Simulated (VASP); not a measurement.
Computed with PBE GGA, VASP's PBE PAW potentials (set 64) (plane waves; VASP).

VASP input:

**INCAR**
```
SYSTEM = TiC
PREC = Accurate
ENCUT = 520
EDIFF = 1E-6
NELM = 100
ALGO = Damped
LREAL = .FALSE.
LASPH = .TRUE.
ISMEAR = 1
SIGMA = 0.1
GGA = PE
LMAXMIX = 4
LWAVE = .FALSE.
LCHARG = .FALSE.
ISIF = 2
```

File KPOINTS:
```
Automatic mesh
0
Gamma
13 13 13
0 0 0
```

POSCAR:
```
TiC
3.1230080
  0.0000000000   0.7071067381   0.7071067381
  0.7071067381   0.0000000000   0.7071067381
  0.7071067381   0.7071067381   0.0000000000
Ti C
1 1
Cart
  0.0000000000   0.0000000000   0.0000000000
  0.7071067381   0.7071067381   0.7071067381
```

POTCAR, in this order: Ti_sv C (PBE.64 set). Program: vasp_std.

Problem. What will the output report for the number of irreducible k-points (NKPTS), number of bands (NBANDS), largest plane-wave count, number of space-group operations, FFT grid (NGX, NGY, NGZ)?

Solution. 
```yaml
number of irreducible k-points (NKPTS): 84
number of bands (NBANDS): 12
largest_plane_wave_count: 589
number_of_space_group_operations: 48
FFT grid (NGX, NGY, NGZ): 24 × 24 × 24
```

The compound is TiC in the rock salt structure. The cell was not relaxed at this level. The run is one of a series of settings (ALGO = Damped against the base run), some of them coarse on purpose.
